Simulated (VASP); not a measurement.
Input:

```xyz
2
Lattice="0.0000 3.1177 3.1177 3.1177 0.0000 3.1177 3.1177 3.1177 0.0000" Properties=species:S:1:pos:R:3 pbc="T T T"
Hg     0.0000     0.0000     0.0000
Te     1.5588     1.5588     1.5588
```

Calculation: PBEsol GGA, VASP's PBE PAW potentials (set 64) (plane waves; VASP). Run with 400 eV cut-off, 7×7×7 Γ-centred mesh, Gaussian smearing of 0.050 eV, potentials Hg Te.

Energy and stress use the plane-wave basis of the starting cell.

### Question
The ions, cell shape and volume are relaxed. Give the cell that the relaxation ends in.

### Answer

```xyz
2
Lattice="0.0000 3.2549 3.2549 3.2549 0.0000 3.2549 3.2549 3.2549 0.0000" Properties=species:S:1:pos:R:3 pbc="T T T"
Hg     0.0000     0.0000     0.0000
Te     1.6275     1.6275     1.6275
```
Space group F-43m (216), at a tolerance of 0.03 Å.

### Question
How do energy and volume change from the first to the last step?

### Answer
The energy (σ→0) changes by -89.8 meV/atom and the volume by +13.8 %, in 3 ionic steps.

The structure was generated: HgTe was put into the zinc blende type (F-43m), which need not be its known phase. This run relaxes it. Symmetry was kept, so distortions that lower it aren't found.
